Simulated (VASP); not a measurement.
Here is the system:

```yaml
crystal:
  lattice:
    - [0.00000, 3.54915, 3.54915]
    - [3.54915, 0.00000, 3.54915]
    - [3.54915, 3.54915, 0.00000]
  atoms:
    - { symbol: Sn, position: [0.00000, 0.00000, 0.00000] }
    - { symbol: Nb, position: [0.50000, 0.50000, 0.50000] }
    - { symbol: Nb, position: [0.25000, 0.25000, 0.25000] }
    - { symbol: Nb, position: [0.75000, 0.75000, 0.75000] }
```

The numbers are results of PBE GGA with spin-orbit coupling, VASP's PBE PAW potentials (set 64) (plane waves; VASP), not measurements. Numerical set-up: 400 eV cut-off, 7×7×7 Γ-centred mesh, first-order Methfessel-Paxton smearing of 0.10 eV, potentials Sn_d Nb_sv.

**Question.** Predict the energy per atom (σ→0), pressure, band gap (on the k-mesh) with the smallest direct gap where there is one.

**Answer.** 
```
Item                                                         Value
------------------------  ----------------------------------------
band gap (on the k-mesh)  none (metal, semimetal or under 0.01 eV)
energy per atom (σ→0)                               -8.450 eV/atom
pressure                                                -19.31 GPa
```

The structure was generated: Nb3Sn was put into the D03 type (Fm-3m), which need not be its known phase. The cell was not relaxed at this level. The run is one of a series of settings (GGA_COMPAT = .FALSE., LSORBIT = .TRUE., MAGMOM = 0 0 0 0 0 0 0 0 0 0 0 0, program vasp_ncl against the base run), some of them coarse on purpose.
